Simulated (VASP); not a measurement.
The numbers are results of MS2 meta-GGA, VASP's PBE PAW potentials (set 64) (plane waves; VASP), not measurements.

VASP ran on this input.

**INCAR**
```
ENCUT = 520   ! plane-wave cut-off (eV)
LMAXMIX = 4   ! l cut-off of mixed one-centre charges
NELM = 100   ! most electronic steps
PREC = Accurate
SIGMA = 0.05   ! width (eV)
LCHARG = F
METAGGA = MS2
LREAL = F   ! projection in real space or not
ISIF = 2   ! forces and stress, cell fixed
LMIXTAU = T
ISMEAR = 0
LASPH = T
EDIFF = 1E-7   ! SCF stop (eV)
SYSTEM = CdTe
LWAVE = F
ALGO = Normal   ! blocked Davidson
```

POSCAR:
```
CdTe
1
    0.0000000000     3.2582808211     3.2582808211
    3.2582808211     0.0000000000     3.2582808211
    3.2582808211     3.2582808211     0.0000000000
Cd Te
1 1
Direct
  0.0000000000   0.0000000000   0.0000000000
  0.2500000000   0.2500000000   0.2500000000
```

KPOINTS:
```
K-points
0
Gamma
7 7 7
0 0 0
```

POTCAR, in this order: Cd Te (PBE.64 set). Program: vasp_std.

What VASP printed:

### OSZICAR
```
       N       E                     dE             d eps       ncg     rms          rms(c)
DAV:   1     0.101992356692E+03    0.10199E+03   -0.80703E+03   520   0.116E+03
DAV:   2    -0.649206857694E+01   -0.10848E+03   -0.10238E+03   555   0.273E+02
DAV:   3    -0.110923029086E+02   -0.46002E+01   -0.45870E+01   650   0.606E+01
DAV:   4    -0.111284795189E+02   -0.36177E-01   -0.36173E-01   705   0.508E+00
DAV:   5    -0.111285635243E+02   -0.84005E-04   -0.84004E-04   625   0.223E-01    0.138E+01
DAV:   6     0.252526196329E+01    0.13654E+02   -0.29067E+01   520   0.839E+01    0.878E+00
DAV:   7     0.234436127384E+01   -0.18090E+00   -0.73607E-01   545   0.118E+01    0.475E+00
DAV:   8     0.254626623528E+01    0.20190E+00   -0.11913E+00   520   0.146E+01    0.176E+00
DAV:   9     0.238167791967E+01   -0.16459E+00   -0.95206E-01   520   0.969E+00    0.850E-01
DAV:  10     0.247047182724E+01    0.88794E-01   -0.11227E-01   520   0.361E+00    0.273E-01
DAV:  11     0.247209434223E+01    0.16225E-02   -0.15623E-01   520   0.391E+00    0.138E-01
DAV:  12     0.247128973946E+01   -0.80460E-03   -0.93776E-04   605   0.273E-01    0.146E-01
DAV:  13     0.247180164030E+01    0.51190E-03   -0.97940E-05   545   0.131E-01    0.139E-01
DAV:  14     0.247429591450E+01    0.24943E-02   -0.75090E-04   520   0.410E-01    0.404E-01
DAV:  15     0.247048891629E+01   -0.38070E-02   -0.78538E-03   520   0.112E+00    0.526E-01
DAV:  16     0.247042137513E+01   -0.67541E-04   -0.53804E-04   520   0.302E-01    0.322E-01
DAV:  17     0.247040912131E+01   -0.12254E-04   -0.47427E-05   580   0.754E-02    0.226E-01
DAV:  18     0.247048541456E+01    0.76293E-04   -0.17816E-04   575   0.171E-01    0.240E-02
DAV:  19     0.247043094314E+01   -0.54471E-04   -0.34846E-05   520   0.718E-02    0.379E-02
DAV:  20     0.247043222997E+01    0.12868E-05   -0.19237E-05   520   0.644E-02    0.299E-02
DAV:  21     0.247042380292E+01   -0.84271E-05   -0.10252E-05   520   0.423E-02    0.271E-02
DAV:  22     0.247042218190E+01   -0.16210E-05   -0.26072E-06   540   0.219E-02    0.288E-02
DAV:  23     0.247042177753E+01   -0.40436E-06   -0.12719E-07   433   0.465E-03    0.188E-02
DAV:  24     0.247042113675E+01   -0.64078E-06   -0.44369E-07   550   0.905E-03    0.350E-03
DAV:  25     0.247042088067E+01   -0.25608E-06   -0.13082E-07   360   0.340E-03    0.672E-04
DAV:  26     0.247042085513E+01   -0.25541E-07   -0.15594E-08   265   0.141E-03
   1 F= 0.24704209E+01 E0= 0.24704209E+01  d E =-.890379E-13
```

OUTCAR:
```
------------------------ aborting loop because EDIFF is reached ----------------------------------------
  FORCE on cell =-STRESS in cart. coord.  units (eV):
  Direction    XX          YY          ZZ          XY          YZ          ZX
  --------------------------------------------------------------------------------------
  Total        0.0045273      0.0045273      0.0045273      0.0000000      0.0000000     -0.0000000
  in kB        0.1048457      0.1048457      0.1048457      0.0000000      0.0000000     -0.0000000
  external PRESSURE =       0.1048457 kB  Pullay stress =       0.0000000 kB
  volume of cell :       69.18
      direct lattice vectors                 reciprocal lattice vectors
     0.000000000  3.258280821  3.258280821    -0.153455159  0.153455159  0.153455159
     3.258280821  0.000000000  3.258280821     0.153455159 -0.153455159  0.153455159
     3.258280821  3.258280821  0.000000000     0.153455159  0.153455159 -0.153455159
  FREE ENERGIE OF THE ION-ELECTRON SYSTEM (eV)
  ---------------------------------------------------
  free  energy   TOTEN  =         2.4704208551 eV

  energy  without entropy=        2.4704208551  energy(sigma->0) =        2.47042086
```
(Selected blocks of OUTCAR.)

The compound is CdTe in the zinc blende structure. It was relaxed first.
